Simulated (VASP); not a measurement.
Computed with PBEsol GGA, VASP's PBE PAW potentials (set 64) (plane waves; VASP).

Input for VASP

POSCAR:
```
GdGa2
1.0
  4.1946144065   0.0000000000   0.0000000000
 -2.0973072033   3.6326426227   0.0000000000
  0.0000000000   0.0000000000   3.2794081888
Gd Ga
1 2
Cart
  0.0000000000   0.0000000000   0.0000000000
  2.0973093005   1.2108796634   1.6397040944
 -0.0000020973   2.4217629593   1.6397040944
```

### KPOINTS
```
Regular mesh
0
gamma
 8 8 8
```

INCAR:
```
# general
SYSTEM  = GdGa2
PREC    = Accurate
ENCUT   = 480
LREAL   = .False.
LASPH   = .True.

# electronic loop
EDIFF   = 1E-7
NELM    = 100
ALGO    = Normal
LMAXMIX = 6

# smearing
ISMEAR  = 1
SIGMA   = 0.1

# functional
GGA     = PS

# ions
IBRION  = 2
NSW     = 40
ISIF    = 3
EDIFFG  = -0.01
PSTRESS = 200

# output
LWAVE   = .False.
LCHARG  = .False.
```

POTCAR, in this order: Gd_3 Ga_d (PBE.64 set). Program: vasp_std.

Output of the run:

### OSZICAR
```
       N       E                     dE             d eps       ncg     rms          rms(c)
DAV:   1     0.194468435575E+03    0.19447E+03   -0.16420E+04  2116   0.260E+03
DAV:   2     0.348532826684E+01   -0.19098E+03   -0.18780E+03  2165   0.453E+02
DAV:   3    -0.132224892510E+02   -0.16708E+02   -0.16355E+02  2500   0.117E+02
DAV:   4    -0.136194875725E+02   -0.39700E+00   -0.39577E+00  2700   0.190E+01
DAV:   5    -0.136264291346E+02   -0.69416E-02   -0.69398E-02  2444   0.224E+00    0.328E+01
DAV:   6    -0.133682922422E+02    0.25814E+00   -0.74942E-01  2784   0.147E+01    0.189E+01
DAV:   7    -0.133321101649E+02    0.36182E-01   -0.17319E-01  2829   0.445E+00    0.113E+00
DAV:   8    -0.133297008186E+02    0.24093E-02   -0.27955E-02  2466   0.251E+00    0.220E-01
DAV:   9    -0.133296481469E+02    0.52672E-04   -0.10725E-03  2412   0.296E-01    0.792E-02
DAV:  10    -0.133296446377E+02    0.35092E-05   -0.11733E-04  2529   0.708E-02    0.190E-02
DAV:  11    -0.133296443682E+02    0.26944E-06   -0.91127E-06  2491   0.304E-02    0.658E-03
DAV:  12    -0.133296445762E+02   -0.20800E-06   -0.71847E-07  2841   0.687E-03    0.475E-03
DAV:  13    -0.133296446317E+02   -0.55438E-07   -0.63649E-08  1435   0.226E-03
   1 F= -.70918710E+01 E0= -.70916320E+01  d E =-.709187E+01
```

### OUTCAR
```
------------------------ aborting loop because EDIFF is reached ----------------------------------------
  FORCE on cell =-STRESS in cart. coord.  units (eV):
  Direction    XX          YY          ZZ          XY          YZ          ZX
  --------------------------------------------------------------------------------------
  Total        6.2339708      6.2339708      6.2200316     -0.0000000      0.0000000      0.0000000
  in kB      199.8780717    199.8780703    199.4311422     -0.0000000      0.0000000      0.0000000
  external PRESSURE =      -0.2709053 kB  Pullay stress =     200.0000000 kB
  volume of cell :       49.97
      direct lattice vectors                 reciprocal lattice vectors
     4.194614407  0.000000000  0.000000000     0.238400936  0.137640845  0.000000000
    -2.097307203  3.632642623  0.000000000     0.000000000  0.275281690  0.000000000
     0.000000000  0.000000000  3.279408189     0.000000000  0.000000000  0.304933068
 POSITION                                       TOTAL-FORCE (eV/Angst)
 -----------------------------------------------------------------------------------
      0.00000      0.00000      0.00000        -0.000000      0.000000      0.000000
      2.09731      1.21088      1.63970        -0.000000      0.000000      0.000000
     -0.00000      2.42176      1.63970         0.000000     -0.000000      0.000000
 -----------------------------------------------------------------------------------
    total drift:                                0.000000      0.000000      0.000000
  FREE ENERGIE OF THE ION-ELECTRON SYSTEM (eV)
  ---------------------------------------------------
  free  energy   TOTEN  =       -13.3296446317 eV

  energy  without entropy=      -13.3289275813  energy(sigma->0) =      -13.32940561
  enthalpy is  TOTEN    =        -7.0918710246 eV   P V=        6.2377736071

 reached required accuracy - stopping structural energy minimisation
```
(Selected blocks of OUTCAR.)

File OUTCAR:
```
 val. band max:        6.8334529480   @ k =   0.2500   0.2500   0.1250

 cond. band min:       6.8891992943   @ k =   0.1250   0.0000   0.3750


 Fermi energy:         6.8614068575

 k-point     1 :       0.0000    0.0000    0.0000
  band No.  band energies     occupation
      1     -14.3350      2.00000
      2     -14.3350      2.00000
      3     -13.8207      2.00000
      4      -8.3468      2.00000
      5      -8.2105      2.00000
      6      -8.2105      2.00000
      7      -8.1559      2.00000
      8      -8.1559      2.00000
      9      -7.9756      2.00000
     10      -7.9756      2.00000
     11      -7.8922      2.00000
     12      -7.8922      2.00000
     13      -7.8918      2.00000
     14      -4.0893      2.00000
     15       4.1879      2.00000
     16       4.1880      2.00000
     17       6.1635      2.00000
     18       6.5107      2.00001
     19       9.7812      0.00000
     20      10.8913      0.00000
     21      10.8914      0.00000

 k-point     2 :       0.1250    0.0000    0.0000
  band No.  band energies     occupation
      1     -14.3746      2.00000
      2     -14.3410      2.00000
      3     -13.8200      2.00000
      4      -8.3406      2.00000
      5      -8.2533      2.00000
      6      -8.2464      2.00000
      7      -8.1631      2.00000
      8      -8.1512      2.00000
      9      -7.9522      2.00000
     10      -7.9304      2.00000
     11      -7.8921      2.00000
     12      -7.8883      2.00000
     13      -7.8857      2.00000
     14      -3.8444      2.00000
     15       3.1731      2.00000
     16       4.3122      2.00000
     17       6.1202      2.00000
     18       7.8085     -0.00000
     19       9.2556      0.00000
     20      10.3208      0.00000
     21      10.6019      0.00000

 k-point     3 :       0.2500    0.0000    0.0000
  band No.  band energies     occupation
      1     -14.4670      2.00000
      2     -14.3554      2.00000
      3     -13.8183      2.00000
...
```

The 4f electrons are frozen in the core of the lanthanide potential, so 4f levels, which can set the real gap, and their magnetism are missing.

The structure comes from a computed database's GdGa2 entry (P6/mmm); how it stands against other phases isn't given here. It was relaxed first under an external pressure of 20 GPa. The electron count is odd and the run is not spin-polarised, which forces a metal.
